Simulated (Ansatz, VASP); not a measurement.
One calculation of Li4C2F, two programs

```xyz
7
Lattice="3.0773 0.0000 0.0000 0.0000 3.0773 0.0000 0.0000 0.0000 8.7040" Properties=species:S:1:pos:R:3 pbc="T T T"
Li    0.0000    0.0000    6.5280
Li    1.5387    1.5387    4.3520
Li    0.0000    0.0000    2.1760
Li    1.5387    1.5387    0.0000
C     1.5387    1.5387    2.1760
C     1.5387    1.5387    6.5280
F     0.0000    0.0000    4.3520
```

Change from the starting cell: ordered mixture with vacancies on the anion sites of rock salt (P4/mmm, No. 123).

Alike in both runs: task relaxation of cell and atoms; functional PBE; k mesh 6 × 6 × 2; occupations gaussian, width 0.1 eV; no spin polarisation.

|  | VASP | Ansatz |
| --- | --- | --- |
| version | VASP 6.6.1 | Ansatz 0.2.0 |
| potentials or method | VASP PAW PBE potentials, release 64 (Li_sv, C, F) | scalar-relativistic, plane waves, PAW |
| plane-wave cutoff (eV) | 600 | 420 |
| valence electrons in the cell | 27 | 27 |

Ansatz gave:

| Quantity | Value |
| --- | --- |
| gap on the k mesh at the Fermi level, each at its own relaxed structure (eV) | none |
| relaxed volume (Å³/atom) | 10.32 |
| relaxed cell length with the largest relative difference (Å) | 9.770 |
| energy change over the relaxation (meV/atom) | -191 |

Estimate VASP's values.

gap on the k mesh at the Fermi level, each at its own relaxed structure (eV): none; relaxed volume (Å³/atom): 10.25; relaxed cell length with the largest relative difference (Å): 9.714; energy change over the relaxation (meV/atom): -193.

A gap of «none» marks a metal or a gap that the smearing closes.

Caveats: the k mesh is coarse (spacing up to 0.36 Å⁻¹), so the values aren't converged; the cutoff is under 1.25 times the usual one of these potentials, so pressure, stress and relaxed cells hold a basis-set (Pulay) error (VASP); an odd number of electrons without spin polarisation forces a metal; a magnetic or distorted state may lie lower.
